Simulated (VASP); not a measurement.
A convergence study with VASP on SnO2 (rutile): one setting is varied, all else stays as given below, so the limit is that of these other settings. ε∞ is the independent-particle value.

```yaml
crystal:
  lattice:
    - [4.74000, 0.00000, 0.00000]
    - [0.00000, 4.74000, 0.00000]
    - [0.00000, 0.00000, 3.19000]
  atoms:
    - { symbol: Sn, position: [0.00000, 0.00000, 0.00000] }
    - { symbol: Sn, position: [0.50000, 0.50000, 0.50000] }
    - { symbol: O, position: [0.30700, 0.30700, 0.00000] }
    - { symbol: O, position: [0.80700, 0.19300, 0.50000] }
    - { symbol: O, position: [0.19300, 0.80700, 0.50000] }
    - { symbol: O, position: [0.69300, 0.69300, 0.00000] }
```

All values below come from LDA (Ceperley-Alder, Perdew-Zunger), VASP's LDA PAW potentials (set 64) (plane waves; VASP 6.6.1). The tightest run used: 700 eV cut-off, 4×4×6 Γ-centred mesh, Gaussian smearing of 0.050 eV, potentials Sn_d O.

Task: The settings run are NBANDS = 27; NBANDS = 28; NBANDS = 30; NBANDS = 34; NBANDS = 42; NBANDS = 58; NBANDS = 90; NBANDS = 154. From which on does the mean ε∞ stay within 0.3  of the tightest run?

Result: From NBANDS = 42 on: it is off by 0.24 there and by no more than 0.3 in any finer run, while NBANDS = 34 is off by 0.70.
```json
[
 {"setting": "NBANDS = 27", "mean ε∞": "2.42", "bands": "27", "difference judged ()": "2.30"},
 {"setting": "NBANDS = 28", "mean ε∞": "2.93", "bands": "28", "difference judged ()": "1.78"},
 {"setting": "NBANDS = 30", "mean ε∞": "3.59", "bands": "30", "difference judged ()": "1.12"},
 {"setting": "NBANDS = 34", "mean ε∞": "4.02", "bands": "34", "difference judged ()": "0.70"},
 {"setting": "NBANDS = 42", "mean ε∞": "4.48", "bands": "42", "difference judged ()": "0.24"},
 {"setting": "NBANDS = 58", "mean ε∞": "4.62", "bands": "58", "difference judged ()": "0.10"},
 {"setting": "NBANDS = 90", "mean ε∞": "4.69", "bands": "90", "difference judged ()": "0.03"},
 {"setting": "NBANDS = 154", "mean ε∞": "4.72", "bands": "154", "difference judged ()": "0.00"}
]
```

Left out are rungs that failed or repeat a setting and relaxations that didn't move; long series are thinned to 24 rows.

The compound is SnO2 in the rutile structure. The cell was not relaxed at this level, forces remain on its atoms.
